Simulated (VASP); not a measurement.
Method: HSE06 screened hybrid, VASP's PBE PAW potentials (set 64) (plane waves; VASP 6.6.1).

A VASP calculation is set up with these files.

**KPOINTS**
```
Automatic mesh
0
Gamma
1 1 1
0 0 0
```

**INCAR**
```
SYSTEM = Ga31MgAs32
PREC = Normal; ENCUT = 400; LREAL = Auto
LASPH = .TRUE.; ISYM = 0; NELECT = 256.0
EDIFF = 1E-5; NELM = 50; NELMIN = 4
ALGO = Normal; LMAXMIX = 4
ISMEAR = 0; SIGMA = 0.05
GGA = PE; LHFCALC = .TRUE.; AEXX = 0.25
HFSCREEN = 0.2; PRECFOCK = Fast
ISIF = 0
LWAVE = .FALSE.; LCHARG = .FALSE.
```

### POSCAR
```
Ga31MgAs32
11.522210
  1.0000000366   0.0000000000   0.0000000000
  0.0000000000   1.0000000366   0.0000000000
  0.0000000000   0.0000000000   1.0000000366
Ga As Mg
31 32 1
Cartesian
  0.5000233430   0.0001835223   0.0003037308
  0.7495518054   0.2502799054   0.9998532329
  0.7495475410   0.9995282274   0.2506485219
  0.0000073007   0.0000049750   0.9999838559
  0.2506845722   0.2505402140   0.0007333951
  0.4999909845   0.4999570940   0.0002070127
  0.7494892184   0.7495671040   0.0004400941
  0.2506464280   0.0007838947   0.2506763969
  0.5031138734   0.2498249205   0.2498466874
  0.7505000543   0.4971357338   0.2496640156
  0.5000098191   0.0000993296   0.5000073463
  0.7505055285   0.2496234405   0.4970911871
  0.7494682712   0.0005158425   0.7494584031
  0.9999027593   0.5000052646   0.0004390735
  0.2503822067   0.7497258754   0.9998677223
  0.0006258378   0.2505934537   0.2506133127
  0.2496674219   0.5031309938   0.2496910444
  0.4970916757   0.7505393646   0.2495718003
  0.9997966203   0.9999526058   0.5000737070
  0.2494906156   0.2495787452   0.5031928406
  0.7502845812   0.7503011210   0.5031285903
  0.2505279760   0.9995620313   0.7495460360
  0.4969363625   0.2495131011   0.7506714289
  0.7507618605   0.5028789227   0.7509495488
  0.9995959599   0.7496643015   0.2506236379
  0.0000759550   0.4999943337   0.4999756076
  0.2495392355   0.7507039690   0.4970443515
  0.9996917909   0.2503821210   0.7495788813
  0.2490047915   0.4972518391   0.7510528889
  0.5030463167   0.7506297822   0.7507676110
  0.0003257433   0.7497032942   0.7494172600
  0.6251432733   0.1240485904   0.1242897324
  0.8759546119   0.3747942312   0.1241967843
  0.8760644172   0.1240456993   0.3748521788
  0.1251863217   0.1251930910   0.1251999719
  0.3752691526   0.3752606354   0.1259769110
  0.6248235120   0.6248222449   0.1258025861
  0.8748488682   0.8748677112   0.1251919738
  0.3753035335   0.1259872038   0.3753477134
  0.6286222854   0.3717182916   0.3717051430
  0.8742571370   0.6248548836   0.3752960554
  0.6247566532   0.1258612030   0.6247906913
  0.8743446827   0.3751935558   0.6248664155
  0.8748299654   0.1251526332   0.8748639412
  0.1239928100   0.6252282360   0.1242002334
  0.3747923017   0.8761799352   0.1241440263
  0.1258906759   0.3752505083   0.3752581473
  0.3715199947   0.6287117725   0.3715526732
  0.6247867238   0.8742299359   0.3752876698
  0.1239473553   0.1238622659   0.6251709839
  0.3709391134   0.3714603378   0.6291506349
  0.6286357234   0.6284229935   0.6290244947
  0.8758196517   0.8760062948   0.6251591413
  0.3748110447   0.1239554465   0.8761988908
  0.6248323332   0.3751001826   0.8744532947
  0.8762064156   0.6252808305   0.8762117214
  0.1240034246   0.8762455580   0.3748354183
  0.1256715491   0.6249437884   0.6247826358
  0.3752874262   0.8742956989   0.6248498190
  0.1237816165   0.3747590213   0.8764421369
  0.3751739929   0.6249254183   0.8745011369
  0.6252027731   0.8762607655   0.8761913301
  0.1251473879   0.8748647823   0.8748516180
  0.4997149933   0.4999690642   0.5005258068
```

POTCAR, in this order: Ga As Mg (PBE.64 set). Program: vasp_gam. Read from the step before: WAVECAR.

What VASP printed:

File OSZICAR:
```
       N       E                     dE             d eps       ncg     rms          rms(c)
DAV:   1    -0.307951071907E+03   -0.30795E+03   -0.22109E+01   322   0.125E+01    0.140E+01
DAV:   2    -0.308084413550E+03   -0.13334E+00   -0.57841E-01   354   0.116E+00    0.926E+00
DAV:   3    -0.308032348680E+03    0.52065E-01   -0.32149E-02   363   0.318E-01    0.544E+00
DAV:   4    -0.308012918531E+03    0.19430E-01   -0.14621E-02   363   0.200E-01    0.308E+00
DAV:   5    -0.308006860622E+03    0.60579E-02   -0.42799E-03   371   0.105E-01    0.174E+00
DAV:   6    -0.308004755838E+03    0.21048E-02   -0.89514E-04   363   0.540E-02    0.972E-01
DAV:   7    -0.308004021791E+03    0.73405E-03   -0.27648E-04   348   0.327E-02    0.536E-01
DAV:   8    -0.308003787684E+03    0.23411E-03   -0.10461E-04   348   0.205E-02    0.292E-01
DAV:   9    -0.308003721323E+03    0.66360E-04   -0.33772E-05   276   0.121E-02    0.158E-01
DAV:  10    -0.308003706614E+03    0.14709E-04   -0.12106E-05   196   0.768E-03    0.862E-02
DAV:  11    -0.308003706343E+03    0.27037E-06   -0.48666E-06   180   0.474E-03
   1 F= -.30800371E+03 E0= -.30800371E+03  d E =-.135434E-14
```

OUTCAR:
```
------------------------ aborting loop because EDIFF is reached ----------------------------------------
  volume of cell :     1529.70
      direct lattice vectors                 reciprocal lattice vectors
    11.522210422  0.000000000  0.000000000     0.086788903  0.000000000  0.000000000
     0.000000000 11.522210422  0.000000000     0.000000000  0.086788903  0.000000000
     0.000000000  0.000000000 11.522210422     0.000000000  0.000000000  0.086788903
  FREE ENERGIE OF THE ION-ELECTRON SYSTEM (eV)
  ---------------------------------------------------
  free  energy   TOTEN  =      -308.0037063435 eV

  energy  without entropy=     -308.0037063435  energy(sigma->0) =     -308.00370634

  exchange ACFDT corr.  =         0.00000000  see jH, gK, PRB 81, 115126
```
(Selected blocks of OUTCAR.)

The cell is charged, with a uniform compensating background. The supercell is sampled at Γ alone, which is coarse: total energies, pressure and levels can be off, energies of defects by several tenths of an eV.

The cell is a supercell with a defect, built from GaAs (zinc blende): Mg_Ga, charge -1. The cell's shape comes from a PBE relaxation. The run is not spin-polarised, so no state with unpaired spins was tried.
